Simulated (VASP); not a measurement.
Pb: single point with LDA

Crystal: Pb.

```
CELL_PARAMETERS angstrom
9.76000 0.00000 0.00000
0.00000 9.76000 0.00000
0.00000 0.00000 9.76000
ATOMIC_POSITIONS crystal
Pb 0.00000 0.00000 0.00000
Pb 0.00000 0.00000 0.50000
Pb 0.00000 0.50000 0.00000
Pb 0.00000 0.50000 0.50000
Pb 0.50000 0.00000 0.00000
Pb 0.50000 0.00000 0.50000
Pb 0.50000 0.50000 0.00000
Pb 0.50000 0.50000 0.50000
Pb 0.00000 0.25000 0.25000
Pb 0.00000 0.25000 0.75000
Pb 0.00000 0.75000 0.25000
Pb 0.00000 0.75000 0.75000
Pb 0.50000 0.25000 0.25000
Pb 0.50000 0.25000 0.75000
Pb 0.50000 0.75000 0.25000
Pb 0.50000 0.75000 0.75000
Pb 0.25000 0.00000 0.25000
Pb 0.25000 0.00000 0.75000
Pb 0.25000 0.50000 0.25000
Pb 0.25000 0.50000 0.75000
Pb 0.75000 0.00000 0.25000
Pb 0.75000 0.00000 0.75000
Pb 0.75000 0.50000 0.25000
Pb 0.75000 0.50000 0.75000
Pb 0.25000 0.25000 0.00000
Pb 0.25000 0.25000 0.50000
Pb 0.25000 0.75000 0.00000
Pb 0.25000 0.75000 0.50000
Pb 0.75000 0.25000 0.00000
Pb 0.75000 0.25000 0.50000
Pb 0.75000 0.75000 0.00000
Pb 0.75000 0.75000 0.50000
```

The cell was built by a generator and needn't be a form met in nature.

| Property | Result |
| --- | --- |
| Program | VASP 6.6.1 |
| Task | single point |
| Functional | LDA |
| Potentials or basis | VASP PAW LDA potentials, release 64 (Pb_d) |
| Cutoff | 320 eV |
| k mesh | 5 × 5 × 5 |
| Occupations | fermi-dirac, width 0.05 eV |
| Spin | no spin polarisation |

The pressure is -0.7 GPa and the band gap on the k mesh is none (metal or under the smearing width).

Levels at points of the mesh, in eV from the Fermi level:
```csv
k point,band 219,band 220,band 221,band 222,band 223,band 224,band 225,band 226,band 227,band 228
"(0.00, 0.00, 0.00)",-1.18,-1.18,-1.18,-1.18,-1.18,0.16,0.16,0.16,0.16,0.16
```

Wall time 19 min on 1 thread of Intel(R) Xeon(R) 6975P-C (Granite Rapids) (shared host), peak memory 0.81 GiB.

Spin-orbit coupling is left out, which matters for the levels of Pb.
